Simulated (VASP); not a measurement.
Elastic constants (GPa) of a crystal from PBEsol GGA, VASP's PBE PAW potentials (set 64) (VASP):

```
       xx     yy     zz    yz    xz    xy
--  -----  -----  -----  ----  ----  ----
xx  166.2   47.5   47.5   0.0   0.0   0.0
yy   47.5  166.2   47.5   0.0   0.0   0.0
zz   47.5   47.5  166.2   0.0   0.0   0.0
yz    0.0    0.0    0.0  33.6   0.0   0.0
xz    0.0    0.0    0.0   0.0  33.6   0.0
xy    0.0    0.0    0.0   0.0   0.0  33.6
```

Q: Work out the Voigt, Reuss and Hill moduli, Young's modulus and Poisson's ratio.

A: All eigenvalues are positive (smallest 33.6 GPa), so the crystal is stable. K_V = (C11+C22+C33+2(C12+C13+C23))/9 = (498.6 + 2×142.5)/9 = 87.1 GPa; G_V = (498.6 − 142.5 + 3×100.8)/15 = 43.9 GPa. From the compliances, K_R = 87.1 GPa and G_R = 40.7 GPa. Hill: K = 87.1 GPa, G = 42.3 GPa, E = 9KG/(3K+G) = 109.2 GPa, ν = (3K−2G)/(2(3K+G)) = 0.291. K/G = 2.06, above Pugh's 1.75; universal anisotropy A^U = 0.40.

Q: With a density of 3.24 g/cm³, what are the mean sound speeds?

A: v_l = √((K+4G/3)/ρ) = 6.65 km/s and v_t = √(G/ρ) = 3.61 km/s. The crystal is CaF2 (fluorite), cubic.

The compound is CaF2 in the fluorite structure. It was relaxed first.
